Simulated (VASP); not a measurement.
All values below come from AM05 GGA, VASP's PBE PAW potentials (set 64) (plane waves; VASP 6.6.1).

A VASP calculation is set up with these files.

**KPOINTS**
```
K-points
0
G
 15 15 15
```

### INCAR
```
# general
SYSTEM  = TiC
PREC    = Accurate
ENCUT   = 520
LREAL   = .FALSE.
LASPH   = .TRUE.

# electronic loop
EDIFF   = 1E-7
NELM    = 100
ALGO    = Normal
LMAXMIX = 4

# smearing
ISMEAR  = 1
SIGMA   = 0.1

# functional
GGA     = AM

# ions
ISIF    = 2

# output
LWAVE   = .FALSE.
LCHARG  = .FALSE.
```

POSCAR:
```
TiC
2.1448760
  0.0000000000   1.0000002281   1.0000002281
  1.0000002281   0.0000000000   1.0000002281
  1.0000002281   1.0000002281   0.0000000000
Ti C
1 1
Cart
  0.0000000000   0.0000000000   0.0000000000
  1.0000002281   1.0000002281   1.0000002281
```

POTCAR, in this order: Ti_sv C (PBE.64 set). Program: vasp_std.

Output of the run:

OUTCAR:
```
 ion  position               nearest neighbor table
   1  0.000  0.000  0.000-   2 2.14   2 2.14   2 2.14   2 2.14   2 2.14   2 2.14
   2  0.500  0.500  0.500-   1 2.14   1 2.14   1 2.14   1 2.14   1 2.14   1 2.14
  LATTYP: Found a face centered cubic cell.
 ALAT       =     4.2897529784
 Subroutine PRICEL returns:
 Original cell was already a primitive cell.
 Subroutine GETGRP returns: Found 48 space group operations
The static configuration has the point symmetry O_h .
The dynamic configuration has the point symmetry O_h .
 Subroutine INISYM returns: Found 48 space group operations
 Subroutine IBZKPT returns following result:
 Found    120 irreducible k-points:

 Following reciprocal coordinates:
            Coordinates               Weight
  0.000000  0.000000  0.000000      1.000000
  0.066667  0.000000  0.000000      8.000000
  0.133333  0.000000  0.000000      8.000000
  0.200000  0.000000  0.000000      8.000000
  0.266667  0.000000  0.000000      8.000000
  0.333333  0.000000  0.000000      8.000000
  0.400000  0.000000  0.000000      8.000000
  0.466667  0.000000  0.000000      8.000000
  0.066667  0.066667  0.000000      6.000000
  0.133333  0.066667  0.000000     24.000000
  0.200000  0.066667  0.000000     24.000000
  0.266667  0.066667  0.000000     24.000000
  0.333333  0.066667  0.000000     24.000000
  0.400000  0.066667  0.000000     24.000000
  0.466667  0.066667  0.000000     24.000000
 -0.466667  0.066667  0.000000     24.000000
 -0.400000  0.066667  0.000000     24.000000
 -0.333333  0.066667  0.000000     24.000000
 -0.266667  0.066667  0.000000     24.000000
 -0.200000  0.066667  0.000000     24.000000
 -0.133333  0.066667  0.000000     24.000000
 -0.066667  0.066667  0.000000     12.000000
  0.133333  0.133333  0.000000      6.000000
  0.200000  0.133333  0.000000     24.000000
...
```

### OSZICAR
```
       N       E                     dE             d eps       ncg     rms          rms(c)
DAV:   1     0.117081850462E+03    0.11708E+03   -0.85511E+03  2896   0.161E+03
DAV:   2    -0.149350483407E+02   -0.13202E+03   -0.12525E+03  2984   0.382E+02
DAV:   3    -0.241125859728E+02   -0.91775E+01   -0.88337E+01  3828   0.967E+01
DAV:   4    -0.245711334449E+02   -0.45855E+00   -0.45785E+00  3712   0.204E+01
DAV:   5    -0.245863664261E+02   -0.15233E-01   -0.15230E-01  3904   0.319E+00    0.195E+01
DAV:   6    -0.198685550997E+02    0.47178E+01   -0.28502E+01  3372   0.698E+01    0.666E+00
DAV:   7    -0.193703327491E+02    0.49822E+00   -0.38396E+00  3300   0.259E+01    0.516E+00
DAV:   8    -0.193317404316E+02    0.38592E-01   -0.20986E-01  3076   0.665E+00    0.196E+00
DAV:   9    -0.193386672568E+02   -0.69268E-02   -0.65560E-02  3368   0.269E+00    0.903E-01
DAV:  10    -0.193343426260E+02    0.43246E-02   -0.17155E-02  3452   0.208E+00    0.329E-01
DAV:  11    -0.193340596464E+02    0.28298E-03   -0.25096E-03  3352   0.654E-01    0.775E-02
DAV:  12    -0.193339722729E+02    0.87374E-04   -0.28419E-04  3072   0.286E-01    0.219E-02
DAV:  13    -0.193339651588E+02    0.71141E-05   -0.25127E-05  4088   0.782E-02    0.380E-03
DAV:  14    -0.193339652012E+02   -0.42455E-07   -0.48755E-07  3288   0.859E-03
   1 F= -.19333965E+02 E0= -.19333899E+02  d E =-.198189E-03
```

### OUTCAR
```
------------------------ aborting loop because EDIFF is reached ----------------------------------------
  FORCE on cell =-STRESS in cart. coord.  units (eV):
  Direction    XX          YY          ZZ          XY          YZ          ZX
  --------------------------------------------------------------------------------------
  Total       -0.0181175     -0.0181175     -0.0181175      0.0000000     -0.0000000      0.0000000
  in kB       -1.4708659     -1.4708659     -1.4708659      0.0000000     -0.0000000      0.0000000
  external PRESSURE =      -1.4708659 kB  Pullay stress =       0.0000000 kB
  volume of cell :       19.73
      direct lattice vectors                 reciprocal lattice vectors
     0.000000000  2.144876489  2.144876489    -0.233113656  0.233113656  0.233113656
     2.144876489  0.000000000  2.144876489     0.233113656 -0.233113656  0.233113656
     2.144876489  2.144876489  0.000000000     0.233113656  0.233113656 -0.233113656
 POSITION                                       TOTAL-FORCE (eV/Angst)
 -----------------------------------------------------------------------------------
      0.00000      0.00000      0.00000        -0.000000      0.000000     -0.000000
      2.14488      2.14488      2.14488         0.000000     -0.000000      0.000000
 -----------------------------------------------------------------------------------
    total drift:                                0.000000     -0.000000     -0.000000
  FREE ENERGIE OF THE ION-ELECTRON SYSTEM (eV)
  ---------------------------------------------------
  free  energy   TOTEN  =       -19.3339652012 eV

  energy  without entropy=      -19.3337670125  energy(sigma->0) =      -19.33389914
```
(Selected blocks of OUTCAR.)

The compound is TiC in the rock salt structure. It was relaxed first.
